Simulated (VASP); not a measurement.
Data:

```
AlN
1.0
    0.00000     2.19339     2.19339
    2.19339     0.00000     2.19339
    2.19339     2.19339     0.00000
Al N
1 1
Cartesian
  0.00000   0.00000   0.00000
  1.09670   1.09670   1.09670
```

Method: TPSS meta-GGA, VASP's PBE PAW potentials (set 64) (plane waves; VASP). Run with 520 eV cut-off, 12×12×12 Γ-centred mesh, tetrahedra with Blöchl corrections, potentials Al N.

Estimate the energy per atom (σ→0), band gap (over mesh and band path) with the smallest direct gap where there is one.

```yaml
band gap (over mesh and band path): 3.29 eV
smallest direct gap (over mesh and band path): 4.11 eV
energy per atom (σ→0): -10.523 eV/atom
```

The compound is AlN in the zinc blende structure, a metastable form; wurtzite is the usual one. It was relaxed first.
